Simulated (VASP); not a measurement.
```xyz
4
Lattice="1.9413 -3.3625 0.0000 1.9413 3.3625 0.0000 0.0000 0.0000 6.3592" Properties=species:S:1:pos:R:3 pbc="T T T"
Zn     1.9413    -1.1208     3.1804
Zn     1.9413     1.1208     0.0008
S      1.9413    -1.1208     5.5636
S      1.9413     1.1208     2.3840
```

Calculation: revPBE GGA, VASP's PBE PAW potentials (set 64) (plane waves; VASP). Settings: 520 eV cut-off, Gaussian smearing of 0.050 eV, potentials Zn S.

Question: What does the run give for the band gap (along the path) with the smallest direct gap where there is one?

Answer: 
| Item | Value |
|---|---|
| band gap (along the path) | 2.09 eV |
| smallest direct gap (along the path) | 2.09 eV |

The compound is ZnS in the wurtzite structure, the high-temperature form. It was relaxed first.
